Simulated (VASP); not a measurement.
# BePd (Pm-3m) in VASP: further runs, part 2 of 2

VASP 6.6.1. Earlier steps stand in the parts before.

### Step 4. Single point, LDA

This run uses another cell than the first one, of 12.02 Å³/atom, 1.227 times its volume.

Input file INCAR:

```
SYSTEM = BePd
PREC     = Accurate       ! precision mode
ENCUT    = 520            ! plane-wave cutoff, eV
EDIFF    = 1E-7           ! SCF threshold, eV
ISMEAR   = -1             ! smearing method
SIGMA    = 0.2            ! smearing width, eV
LREAL    = .False.        ! projectors in reciprocal space
LASPH    = .True.         ! aspherical terms in the spheres
NELM     = 100            ! most SCF steps
ALGO     = Normal         ! electronic algorithm
ISIF     = 2              ! what is computed and relaxed
LWAVE    = .False.        ! write WAVECAR
LCHARG   = .False.        ! write CHGCAR
GGA      = CA             ! functional
NBANDS   = 13             ! bands
```

Input file KPOINTS:

```
regular mesh
0
Gamma
  8 8 8
  0 0 0
```

Input file POSCAR:

```
BePd
1.0
    2.8860974028      0.0000000000      0.0000000000
    0.0000000000      2.8860974028      0.0000000000
    0.0000000000      0.0000000000      2.8860974028
Be Pd
1 1
Direct
    0.0000000000      0.0000000000      0.0000000000
    0.5000000000      0.5000000000      0.5000000000
```

Potentials or basis: VASP PAW LDA potentials, release 64 (Be, Pd).

On the command line:

```
cat potpaw_LDA.64/Be/POTCAR potpaw_LDA.64/Pd/POTCAR > POTCAR
mpirun -np 1 vasp_std > vasp.out
```

OUTCAR:

```text
SYSTEM = BePd
   PREC = Accurate
   ENCUT = 520
   EDIFF = 1E-7
   ISMEAR = -1
   LREAL = .False.
   LASPH = .True.
   NELM = 100
   ISIF = 2
   GGA = CA

 ion  position               nearest neighbor table
   1  0.000  0.000  0.000-   2 2.50   2 2.50   2 2.50   2 2.50   2 2.50   2 2.50   2 2.50   2 2.50

   2  0.500  0.500  0.500-   1 2.50   1 2.50   1 2.50   1 2.50   1 2.50   1 2.50   1 2.50   1 2.50

  LATTYP: Found a simple cubic cell.
 ALAT       =     2.8860974028

  Lattice vectors:

 A1 = (   2.8860974028,   0.0000000000,   0.0000000000)
 A2 = (   0.0000000000,   2.8860974028,   0.0000000000)
 A3 = (   0.0000000000,   0.0000000000,   2.8860974028)

Analysis of symmetry for initial positions (statically):
=====================================================================
 Subroutine PRICEL returns:
 Original cell was already a primitive cell.

 Routine SETGRP: Setting up the symmetry group for a
 simple cubic supercell.

 Subroutine GETGRP returns: Found 48 space group operations
 (whereof 48 operations were pure point group operations)
 out of a pool of 48 trial point group operations.

[... 176 lines left out ...]
      5       6.4220      1.99994
      6       6.4220      1.99994
      7      13.7752      0.00000
      8      13.7752      0.00000
      9      13.7752      0.00000
     10      22.4199      0.00000
     11      22.4199      0.00000
     12      24.0201      0.00000
     13      31.5567      0.00000
[... 354 lines left out ...]
  band No.  band energies     occupation
      1       2.5738      2.00000
      2       4.1471      2.00000
      3       4.6336      2.00000
      4       4.9438      2.00000
      5       6.4147      1.99994
      6       7.8723      1.91339
      7       8.4747      1.04182
      8      14.3772      0.00000
      9      14.6822      0.00000
     10      16.5687      0.00000
     11      22.2567      0.00000
     12      22.6209      0.00000
     13      28.3475      0.00000

 [... further k-points ...]

------------------------ aborting loop because EDIFF is reached ----------------------------------------

  FORCE on cell =-STRESS in cart. coord.  units (eV):
  Direction    XX          YY          ZZ          XY          YZ          ZX
  --------------------------------------------------------------------------------------
  -------------------------------------------------------------------------------------
  Total       -2.7308771     -2.7308771     -2.7308771      0.0000000     -0.0000000      0.0000000
  in kB     -182.0035199   -182.0035199   -182.0035199      0.0000000     -0.0000000      0.0000000
  external PRESSURE =    -182.0035199 kB  Pullay stress =       0.0000000 kB

 VOLUME and BASIS-vectors are now :
 -----------------------------------------------------------------------------
  energy-cutoff  :      520.00
  volume of cell :       24.04
      direct lattice vectors                 reciprocal lattice vectors
     2.886097403  0.000000000  0.000000000     0.346488652  0.000000000  0.000000000
     0.000000000  2.886097403  0.000000000     0.000000000  0.346488652  0.000000000
     0.000000000  0.000000000  2.886097403     0.000000000  0.000000000  0.346488652

 POSITION                                       TOTAL-FORCE (eV/Angst)
 -----------------------------------------------------------------------------------
      0.00000      0.00000      0.00000         0.000000      0.000000      0.000000
      1.44305      1.44305      1.44305         0.000000      0.000000      0.000000
 -----------------------------------------------------------------------------------
    total drift:                                0.000000     -0.000000     -0.000000

  FREE ENERGIE OF THE ION-ELECTRON SYSTEM (eV)
  ---------------------------------------------------
  free  energy   TOTEN  =       -11.8395245348 eV

  energy  without entropy=      -11.7598343629  energy(sigma->0) =      -11.79967945
```

OSZICAR:

```text
N       E                     dE             d eps       ncg     rms          rms(c)
DAV:   1     0.458190004206E+02    0.45819E+02   -0.62551E+03   910   0.869E+02
DAV:   2    -0.116154719391E+02   -0.57434E+02   -0.53698E+02  1085   0.178E+02
DAV:   3    -0.126367544243E+02   -0.10213E+01   -0.10190E+01  1070   0.244E+01
DAV:   4    -0.126412339456E+02   -0.44795E-02   -0.44792E-02  1085   0.175E+00
DAV:   5    -0.126412954889E+02   -0.61543E-04   -0.61542E-04  1115   0.217E-01    0.858E+00
DAV:   6    -0.119776967523E+02    0.66360E+00   -0.73656E+00  1020   0.192E+01    0.309E+00
DAV:   7    -0.118537387377E+02    0.12396E+00   -0.65846E-01   990   0.633E+00    0.144E+00
DAV:   8    -0.118408708592E+02    0.12868E-01   -0.44558E-03  1055   0.492E-01    0.419E-01
DAV:   9    -0.118395178634E+02    0.13530E-02   -0.11232E-03  1189   0.207E-01    0.230E-02
DAV:  10    -0.118395251486E+02   -0.72852E-05   -0.19033E-05  1108   0.379E-02    0.135E-02
DAV:  11    -0.118395245686E+02    0.57998E-06   -0.45474E-07  1087   0.509E-03    0.169E-03
DAV:  12    -0.118395245348E+02    0.33818E-07   -0.37538E-08   655   0.116E-03
   1 F= -.11839525E+02 E0= -.11799679E+02  d E =-.796902E-01
```

Run time: 7.5 s. Hardware: 1 thread of AMD EPYC 7R13 (Zen 3), shared host; peak memory 0.1 GiB.

What came out:

```yaml
Free_energy: -11.8395 eV
Pressure: -18.2 GPa
Band_gap_on_the_k_mesh: none (metal or under the smearing width)
```

Levels at points of the mesh, in eV from the Fermi level:
| k point | band 2 | band 3 | band 4 | band 5 | band 6 | band 7 | band 8 | band 9 | band 10 | band 11 |
| --- | --- | --- | --- | --- | --- | --- | --- | --- | --- | --- |
| (0.00, 0.00, 0.00) | -4.96 | -4.96 | -2.07 | -2.07 | -2.07 | 5.28 | 5.28 | 5.28 | 13.93 | 13.93 |
| (0.50, 0.00, 0.00) | -4.54 | -4.25 | -3.44 | -3.44 | -1.94 | 0.01 | 9.68 | 9.68 | 11.53 | 14.18 |
| (0.50, 0.50, 0.00) | -4.35 | -2.96 | -2.96 | -1.49 | -1.49 | -1.15 | 5.07 | 5.63 | 8.50 | 15.26 |
| (0.50, 0.50, 0.50) | -5.69 | -5.69 | -1.08 | -1.08 | 4.56 | 5.50 | 5.50 | 5.50 | 6.42 | 6.42 |

Caveat: so large a pressure means that the cell lies far from this level's equilibrium, or that cutoff or potentials fall short.

### Step 5. Summary

```tsv
cell	gap on the mesh (eV)	pressure (GPa)
Pm-3m, 9.79 Å³/atom	none	22.4
Pm-3m, 11.13 Å³/atom	none	-7.3
Pm-3m, 12.02 Å³/atom	none	-18.2
```

Alike in all rows: task single point; level LDA; potentials or basis VASP PAW LDA potentials, release 64 (Be, Pd); no spin polarisation; k mesh 8 × 8 × 8; cutoff (eV) 520; smearing fermi-dirac 0.2 eV.

Every run on the cell as given and a fine mesh finds a metal.

Caveats: so large a pressure means that the cell lies far from this level's equilibrium, or that cutoff or potentials fall short (some runs).

Absolute energies hang on the potentials; compare differences alone.
